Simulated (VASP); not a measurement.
Level of theory: optB86b-vdW, VASP's PBE PAW potentials (set 64) (plane waves; VASP).

VASP ran on this input.

**KPOINTS**
```
k-points along high-symmetry lines
15
Line-mode
Reciprocal
  0.000000   0.000000   0.000000 ! GAMMA
  0.000000   0.500000   0.000000 ! X

  0.000000   0.500000   0.000000 ! X
  0.500000   0.500000   0.000000 ! M

  0.500000   0.500000   0.000000 ! M
  0.000000   0.000000   0.000000 ! GAMMA

  0.000000   0.000000   0.000000 ! GAMMA
  0.500000   0.500000   0.500000 ! R

  0.500000   0.500000   0.500000 ! R
  0.000000   0.500000   0.000000 ! X

  0.500000   0.500000   0.500000 ! R
  0.500000   0.500000   0.000000 ! M
```

### INCAR
```
SYSTEM=SrTiO3
PREC=Accurate; ENCUT=520; LREAL=.FALSE.
LASPH=.TRUE.; ICHARG=11
EDIFF=1E-7; NELM=100; ALGO=Normal
LMAXMIX=4
ISMEAR=0; SIGMA=0.05
GGA=MK; LUSE_VDW=.TRUE.; AGGAC=0.0
PARAM1=0.1234; PARAM2=1.0
LWAVE=.FALSE.; LCHARG=.FALSE.; LORBIT=11
```

**POSCAR**
```
SrTiO3
1
    3.9149924889    -0.0000000000     0.0000000000
   -0.0000000000     3.9149924889     0.0000000000
    0.0000000000    -0.0000000000     3.9149924889
Sr Ti O
1 1 3
Direct
  0.0000000000   0.0000000000   0.0000000000
  0.5000000000   0.5000000000   0.5000000000
  0.5000000000   0.0000000000   0.5000000000
  0.0000000000   0.5000000000   0.5000000000
  0.5000000000   0.5000000000   0.0000000000
```

POTCAR, in this order: Sr_sv Ti_sv O (PBE.64 set). Program: vasp_std. Read from the step before: CHGCAR.

What VASP printed:

File OSZICAR:
```
       N       E                     dE             d eps       ncg     rms          rms(c)
DAV:   1     0.429997824107E+03    0.43000E+03   -0.22454E+04  4320   0.188E+03
DAV:   2     0.208813063380E+02   -0.40912E+03   -0.40201E+03  4800   0.494E+02
DAV:   3    -0.276398475014E+02   -0.48521E+02   -0.46810E+02  7064   0.144E+02
DAV:   4    -0.296650518113E+02   -0.20252E+01   -0.20242E+01  5408   0.288E+01
DAV:   5    -0.297462645347E+02   -0.81213E-01   -0.81211E-01  6192   0.470E+00
DAV:   6    -0.297474377659E+02   -0.11732E-02   -0.11732E-02  5824   0.570E-01
DAV:   7    -0.297474597762E+02   -0.22010E-04   -0.22010E-04  6256   0.724E-02
DAV:   8    -0.297474601407E+02   -0.36451E-06   -0.36456E-06  5768   0.836E-03
DAV:   9    -0.297474601470E+02   -0.63073E-08   -0.62740E-08  4040   0.122E-03
   1 F= -.29747460E+02 E0= -.29747460E+02  d E =-.401397E-23
```

**OUTCAR**
```
 val. band max:        3.9735013828   @ k =   0.5000   0.5000   0.5000

 cond. band min:       5.8055453345   @ k =   0.0000   0.0000   0.0000



 k-point     1 :       0.0000    0.0000    0.0000
  band No.  band energies     occupation
      1     -52.3627      2.00000
      2     -28.7822      2.00000
      3     -28.7143      2.00000
      4     -28.7143      2.00000
      5     -28.7143      2.00000
      6     -13.3296      2.00000
      7     -12.3523      2.00000
      8     -12.3523      2.00000
      9     -10.7809      2.00000
     10     -10.7809      2.00000
     11     -10.7809      2.00000
     12       1.1650      2.00000
     13       1.1650      2.00000
     14       1.1650      2.00000
     15       2.8130      2.00000
     16       2.8130      2.00000
     17       2.8130      2.00000
     18       3.6167      2.00000
     19       3.6167      2.00000
     20       3.6167      2.00000
     21       5.8055      0.00000
     22       5.8055      0.00000
     23       5.8055      0.00000
     24       8.2141      0.00000

 k-point     2 :       0.0000    0.0357    0.0000
  band No.  band energies     occupation
      1     -52.3627      2.00000
      2     -28.7841      2.00000
      3     -28.7143      2.00000
      4     -28.7143      2.00000
      5     -28.7129      2.00000
      6     -13.3298      2.00000
      7     -12.3545      2.00000
      8     -12.3521      2.00000
      9     -10.7803      2.00000
     10     -10.7803      2.00000
     11     -10.7711      2.00000
     12       1.1478      2.00000
     13       1.1640      2.00000
     14       1.1640      2.00000
     15       2.7953      2.00000
     16       2.7953      2.00000
     17       2.8009      2.00000
     18       3.5723      2.00000
     19       3.6064      2.00000
     20       3.6064      2.00000
     21       5.8075      0.00000
     22       5.8374      0.00000
     23       5.8374      0.00000
     24       8.2170      0.00000

...
```

The density is held fixed in this step, so its total energy and stress have no physical meaning.

The compound is SrTiO3 in the cubic perovskite structure, the ideal cubic form; the compound distorts at low or room temperature. It was relaxed first.
